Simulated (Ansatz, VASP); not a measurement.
# Cross-check of InSe between VASP and Ansatz

One calculation is typed for both programs; each brings its own data sets. How far apart do they land? The cell is taken from a series of runs on this material, whose earlier steps may have relaxed, scaled, displaced or heated it; both programs get it as it stands.

Calculated with Ansatz 0.2.0; plane waves, with VASP 6.6.1 beside it; G0W0 gap at PBE.

### Step 1. Set-up

The structure is hexagonal, space group P6_3/mmc (No. 194). The conventional cell has a = 4.034 Å, b = 4.034 Å, c = 16.752 Å, α = 90.00°, β = 90.00°, γ = 120.00°. Nearest to In lie 3 Se at 2.66 Å and 1 In at 2.79 Å. Se has 3 In at 2.66 Å nearest. Farther neighbours and most contacts between anions are not listed.

### Step 2. Ansatz: G0W0 gap, PBE

Ansatz runs on its PAW soft_1 files.

Quasiparticle shifts depend on high empty states and on the cores, so they are the hardest test of two PAW sets.

input.yaml

```yaml
crystal:
  lattice:
    - [4.0336034873, 0.0, 0.0]
    - [-2.0168017436, 3.4932030888, 0.0]
    - [0.0, 0.0, 16.7524956784]
  atoms:
    - { symbol: In, position: [0.3333333333, 0.6666666667, 0.1666143941] }
    - { symbol: In, position: [0.6666666667, 0.3333333333, 0.6666143941] }
    - { symbol: In, position: [0.3333333333, 0.6666666667, 0.3333856059] }
    - { symbol: In, position: [0.6666666667, 0.3333333333, 0.8333856059] }
    - { symbol: Se, position: [0.3333333333, 0.6666666667, 0.5898925023] }
    - { symbol: Se, position: [0.6666666667, 0.3333333333, 0.0898925023] }
    - { symbol: Se, position: [0.3333333333, 0.6666666667, 0.9101074977] }
    - { symbol: Se, position: [0.6666666667, 0.3333333333, 0.4101074977] }
kpoints:
  mp_grid: { grid: [6, 6, 2] }
hamiltonian:
  xc: pbe
  pseudopotentials: { kind: paw, azcp: { folder: soft_1 } }
scf:
  occupations: { method: fixed }
gw:
  n_empty_bands: 457
  ecut_chi: 90
  qp_bands: [v2, c2]
  qp_kpoints: band_edges
  screening: { model: contour_deformation }
```

Command:

```bash
$ ansatz run input.yaml --threads 2 --pin off --max-ram 92160MiB --backend cuda --events-out ev --progress --plain --runs-dir out --devices 1 --max-vram 13GiB
```

Numbers of over 12 decimals in the logs are rounded to 6 here.

The log of the run:

```text
GPUs: using 1 of 1 available (devices: 1).
Engine: ansatz 0.2.0, x86_64-unknown-linux-gnu
Pseudopotentials: kind: paw
Pseudopotential: In, paw, valence charge 13, recommended cutoff 420 eV (normal), soft_1/In.paw.azcp
Pseudopotential: Se, paw, valence charge 16, recommended cutoff 420 eV (normal), soft_1/Se.paw.azcp
Functional definition: PBE
  parameter kappa = 0.804
  parameter beta = 0.066725
  exchange = pbe_x(kappa = kappa, mu = beta*pi^2/3)
  correlation = pbe_c(beta = beta)
device memory: the entry about to start is reckoned to put 3.1 GiB on a device that reports 49.1 GiB free (of which the cap on the GPU budget leaves the run 13.0 GiB)
GPU FFT provider: cuFFT
GPU libraries: cuBLAS 13.8.2, cuFFT 12.4.0, cuSOLVER 12.3.4
Crystal: 8 atoms, lattice volume = 236.046 Å³
Basis set: ecut = 420 eV, 4627 PW (Γ)
Bands: 70, of which v1, the nominal top of the filled ones, is band 58 counted from 1 (57 counted from 0)
Symmetry: 24 space group operations
Space group: P63/mmc (ITA 194), of the structure as read, at distance tolerance 6.2e-5 Å
k-points: 14 of 72
Non-local potential: In, projectors of the file, l = 0: 2, l = 1: 2, l = 2: 2, l = 3: 1
Non-local potential: Se, projectors of the file, l = 0: 2, l = 1: 2, l = 2: 3, l = 3: 1
PAW form: soft (Blöchl's): semilocal exchange-correlation on the pseudo side does not see the compensation charge
PAW one-centre angular grid: In, 590 points (default); XC on 64 Gauss nodes
PAW one-centre angular grid: Se, 590 points (default); XC on 64 Gauss nodes
Initial density: superposition of atomic densities (chi_scale 0.1, normalization cell, long waves kept (reshape's long-wave potential 0.68 eV rms))
Initial wavefunctions: pseudopotential atomic-orbital guess
GPU buffer pool allocated for 87480 grid points (all kernels)
GPU transforms: local potential and band sums: pruned to the plane-wave sphere, on 27×27×120
Functional: x = pbe(κ = 0.804, μ = 0.219515), c = pbe(β = 0.066725)
SCF iter   1: F=—  HF=-44277.222562 eV  |F-HF|=—  |Δ(HF+E_count)|=         —  Δρ=4.93e-2  dr2=2.92e1  ethr=3.10e-3  ⟨swp⟩=5.0  Hψ=3335  notcnv=0  defer=127
preconditioner: auto → Resta (q_TF=auto, 2.424 Å⁻¹)  ε∞=3.1  [insulator: Δε(μ)=0.133 eV  Ē_g=14.533 eV  n_scr=66 (ndim 8)  ℏωp=21.1 eV  f_vac=0.033  ε∞_Penn≈3.1]
SCF iter   2: F=—  HF=-44272.415582 eV  |F-HF|=—  |Δ(HF+E_count)|=    4.81e0  Δρ=1.97e-2  dr2=1.06e0  ethr=3.10e-3  ⟨swp⟩=4.0  Hψ=1876  notcnv=0  defer=126
SCF iter   3: F=—  HF=-44272.137794 eV  |F-HF|=—  |Δ(HF+E_count)|=   2.78e-1  Δρ=1.13e-2  dr2=2.46e-1  ethr=9.11e-4  ⟨swp⟩=2.9  Hψ=1892  notcnv=0  defer=137
SCF iter   4: F=—  HF=-44272.082019 eV  |F-HF|=—  |Δ(HF+E_count)|=   5.58e-2  Δρ=1.57e-3  dr2=1.31e-2  ethr=2.12e-4  ⟨swp⟩=2.8  Hψ=1703  notcnv=0  defer=133
SCF iter   5: F=—  HF=-44272.078288 eV  |F-HF|=—  |Δ(HF+E_count)|=   3.73e-3  Δρ=8.50e-4  dr2=2.30e-3  ethr=1.13e-5  ⟨swp⟩=2.4  Hψ=1726  notcnv=0  defer=140
SCF iter   6: F=—  HF=-44272.080247 eV  |F-HF|=—  |Δ(HF+E_count)|=   1.96e-3  Δρ=2.05e-4  dr2=4.10e-4  ethr=1.98e-6  ⟨swp⟩=2.1  Hψ=1137  notcnv=0  defer=140
SCF iter   7: F=—  HF=-44272.080352 eV  |F-HF|=—  |Δ(HF+E_count)|=   1.06e-4  Δρ=4.81e-5  dr2=1.71e-5  ethr=3.53e-7  ⟨swp⟩=2.0  Hψ=1078  notcnv=0  defer=116
SCF iter   8: F=—  HF=-44272.080369 eV  |F-HF|=—  |Δ(HF+E_count)|=   1.65e-5  Δρ=1.79e-5  dr2=1.19e-6  ethr=1.48e-8  ⟨swp⟩=2.0  Hψ=1496  notcnv=0  defer=103
SCF iter   9: F=—  HF=-44272.080370 eV  |F-HF|=—  |Δ(HF+E_count)|=   9.39e-7  Δρ=6.64e-6  dr2=2.11e-7  ethr=1.03e-9  ⟨swp⟩=2.0  Hψ=1409  notcnv=0  defer=103
SCF iter  10: F=-44272.080370 eV  HF=-44272.080370 eV  |F-HF|=9.51e-9  |Δ(HF+E_count)|=   4.96e-8  Δρ=1.62e-6  dr2=5.07e-9  ethr=8.62e-11  ⟨swp⟩=10.9  Hψ=4054  notcnv=0
SCF 1 converged in 10 iterations: F = -44272.080370 eV  dr2 = 5.07e-9
  greatest PAW one-centre occupation: 1.000 electrons in one spin orbital (limit 2), on the Se atom at site 6 (counted from 0), in its partial waves of l = 2
device memory: the entry about to start is reckoned to put 3.7 GiB (of the 3.8 GiB reckoned in all, the device holds 0.1 GiB already) on a device that reports 47.6 GiB free (of which the cap on the GPU budget leaves the run 12.9 GiB)
NSCF: frozen V_eff on 14 k-points
the band table was solved once the SCF had ended and its energy, with any forces and stress, was formed, with the checks that follow a solve (3599 applications of the Hamiltonian). They found nothing against the state; the energy, forces and stress were not computed again (output.eigenvalues in the input reference)
device memory: the entry about to start is reckoned to put 4.0 GiB on a device that reports 47.7 GiB free (of which the cap on the GPU budget leaves the run 13.0 GiB)
NSCF: frozen V_eff on 14 k-points
G₀W₀ screening: q 1/14
[... further progress lines ...]
SCF converged after 10 iterations
Free energy (F): -44272.080370 eV
Harris-Foulkes:  -44272.080370 eV  (|F-HF|=9.51e-9)
Internal energy: -44272.080370 eV  (E = F + TS)
E sigma→0 (E₀):  -44272.080370 eV
Fermi energy:    7.027574 eV
--- Per-component energies (eV) ---
  E_band       = -1851.338613
  E_kinetic    = 1315.476519
  E_local      = -16489.885492  (includes V_loc(G=0)·N_el)
  E_nonlocal   = -108.744996
  E_hartree    = 8006.115678
  E_xc         = -911.126383
  E_vxc        = -717.545285  (∫ρ·V_xc dr)
  E_paw        = -25358.494402  (= ΣΔE_a)
  E_vpaw       = -1862.869285  (= ΣTr[D̂ρ^β])
  E_aug_tail   = -0.000895  (compensation charges beyond the density's cutoff)
  E_ewald      = -10725.420398
  E_smearing   = -0.000000  (= −TS)
  E_closure    = 0.000000  (closes the sum)
  Σ components = -44272.080370   (vs F -44272.080370, Δ=0.00e0)
--- Band table (eV; the first three rows and the last of 14) ---
  k-point 0: bands = [... 54 lower, 5.8548, 5.9308, 5.9308, 7.0276, 7.3857, 8.7610, 9.1467, 9.1519, ... 8 higher]
  k-point 1: bands = [... 54 lower, 5.8990, 5.8990, 6.1103, 6.1103, 8.2466, 8.2466, 9.1618, 9.1618, ... 8 higher]
  k-point 2: bands = [... 54 lower, 5.5738, 5.6881, 5.9693, 6.7901, 8.6128, 9.1388, 9.6300, 9.9384, ... 8 higher]
  k-point 13: bands = [... 54 lower, 4.6236, 4.6236, 5.4994, 5.4994, 8.7846, 8.7846, 9.2903, 9.2903, ... 8 higher]
--- G₀W₀: contour deformation, 8 samples at zero and on the imaginary axis and 1 off it, 72 q-points, 457 empty bands' worth ---
  eigenvalues of the whole cell's RPA ε∞ on this k-mesh (on a slab, of 1 + 4πα/V) = 8.2376, 8.2376, 36.0196; static W/v taken at q = 0 is 0.075721
  bands read: the sum over 515 bands ends inside a degenerate multiplet in 7 slots, whose members it reads at an even weight; the widest, k=1: bands 515 to 516 (counted from 1) at 1/2 each
  gw.qp_kpoints: band_edges: 11 of 14 stored k-points solved, in 1 pass; an edge of the gap read off the rows below is read off those points alone
    valence top: of the k-points left out ik 9 came nearest to being solved in a further pass, in band 58 (counted from 1, as in the quasiparticle table): it holds the edge there only if its correction is more favourable than any solved in that band by at least 0.812 eV; those differ by 0.360 eV
    conduction bottom: of the k-points left out ik 10 came nearest to being solved in a further pass, in band 59 (counted from 1, as in the quasiparticle table): it holds the edge there only if its correction is more favourable than any solved in that band by at least 1.213 eV; those differ by 0.332 eV
  `?` marks the rows in doubt; gw_qp.tsv's column doubts and the gw_qp event give each row's grounds
    ik  band        ε_KS         Σx   Σc(E_QP)       V_xc       Z   E_QP_lin       E_QP  E_QP is
     0    57      5.9308   -17.9906     1.9123   -15.7323  0.7054     5.5139     5.5848  root ?
     0    58      7.0276   -16.2236     1.1822   -14.7016  0.7160     6.6274     6.6877  root ?
     0    59      7.3857   -10.4855    -3.0754   -13.7788  0.7387     7.6138     7.6037  root
     0    60      8.7610   -10.8973    -3.4534   -14.6090  0.7197     9.0370     9.0193  root
     1    57      6.1103   -15.2119     1.0892   -13.7944  0.7091     5.7355     5.7820  root
     1    58      6.1103   -15.2119     1.0892   -13.7944  0.7091     5.7355     5.7820  root
     1    59      8.2466   -11.2965    -2.9321   -14.4066  0.7260     8.4305     8.4246  root
     1    60      8.2466   -11.2965    -2.9321   -14.4066  0.7260     8.4305     8.4246  root
     2    57      5.9693   -15.5857     1.3627   -13.5466  0.7061     5.4760     5.2928  root ?
     2    58      6.7901   -16.4216     1.3557   -14.7196  0.7131     6.3721     6.4438  root ?
     2    59      8.6128   -11.1313    -3.3430   -14.7479  0.7268     8.9076     8.8864  root
     2    60      9.1388   -11.1656    -3.6508   -15.1252  0.7163     9.4825     9.4476  root
     3    57      6.4555   -16.2436     1.4401   -14.4178  0.7103     6.0187     6.0698  root ?
     3    58      6.4555   -16.2436     1.4401   -14.4178  0.7103     6.0187     6.0698  root ?
     3    59      8.8594   -11.0507    -3.4536   -14.7846  0.7233     9.1631     9.1397  root
     3    60      8.8594   -11.0507    -3.4536   -14.7846  0.7233     9.1631     9.1397  root
     4    57      5.8017   -15.4979     1.3413   -13.4805  0.7058     5.3122     5.1256  root ?
     4    58      6.0159   -15.7578     1.2699   -13.8104  0.7108     5.5251     5.3385  root ?
     4    59      8.4788    -6.9989    -3.4685   -10.5292  0.7411     8.5410     8.5406  root
     4    60      8.6153   -10.0472    -3.5503   -13.8541  0.7300     8.8891     8.8720  root
     5    57      5.9184   -15.6827     1.3101   -13.6968  0.7081     5.4320     5.2426  root ?
     5    58      5.9184   -15.6827     1.3101   -13.6968  0.7081     5.4320     5.2426  root ?
     5    59      8.7171    -8.3214    -3.5405   -12.0159  0.7343     8.8752     8.8711  root
     5    60      8.7171    -8.3214    -3.5405   -12.0159  0.7343     8.8752     8.8711  root
     6    57      5.0543   -17.4221     1.9382   -14.8086  0.6969     4.5647     4.3790  root ?
     6    58      5.6811   -15.2977     1.2894   -13.3239  0.7115     5.1653     4.9967  root ?
     6    59      8.1457    -9.5025    -3.4588   -13.1742  0.7370     8.3681     8.3586  root
     6    60      8.2393    -7.5947    -3.2818   -10.9222  0.7384     8.2852     8.2851  root
     7    57      5.3194   -15.1167     1.4144   -13.0170  0.7049     4.7953     4.6341  root ?
     7    58      5.3194   -15.1167     1.4144   -13.0170  0.7049     4.7953     4.6341  root ?
     7    59      8.4921    -8.5688    -3.4241   -12.1283  0.7342     8.6305     8.6275  root
     7    60      8.4921    -8.5688    -3.4241   -12.1283  0.7342     8.6305     8.6275  root
     8    57      6.1125   -15.7427     1.2566   -13.8101  0.7109     5.6268     5.4365  root ?
     8    58      6.2029   -16.1095     1.5498   -14.1566  0.7081     5.7418     5.7998  root ?
     8    59      9.1326   -10.8515    -3.7251   -14.8931  0.7206     9.4884     9.4491  root
     8    60      9.4030   -11.2107    -3.8126   -15.3542  0.7151     9.7843     9.7337  root
    12    57      5.3448   -15.2123     1.3764   -13.1472  0.7099     4.8126     4.6561  root ?
    12    58      5.3448   -15.2123     1.3764   -13.1472  0.7099     4.8126     4.6561  root ?
    12    59      8.5351    -6.5396    -3.3180    -9.8421  0.7392     8.5196     8.5196  root
    12    60      9.1269    -7.3839    -3.4579   -10.8835  0.7281     9.1687     9.1685  root
    13    57      5.4994   -15.8740     1.4858   -13.7061  0.7064     4.9892     4.8173  root ?
    13    58      5.4994   -15.8740     1.4858   -13.7061  0.7064     4.9892     4.8173  root ?
    13    59      8.7846    -6.8373    -3.3761   -10.2197  0.7354     8.7909     8.7909  root
    13    60      8.7846    -6.8373    -3.3761   -10.2197  0.7354     8.7909     8.7909  root
```

(Part 1 of 2 ends here.)

[Lines on the potential files, build, host, timing and source positions are cut from VASP's logs without a mark.]

[Logs are printed without paths, hosts, clocks, repeated set-up lines and the standing remarks that a program may print on its own settings, such as how far it seeks lower states.]

[Hosts, paths, dates, database ids (printed as entryN), source tags and the programs' standing remarks are cut or masked in the printed files.]
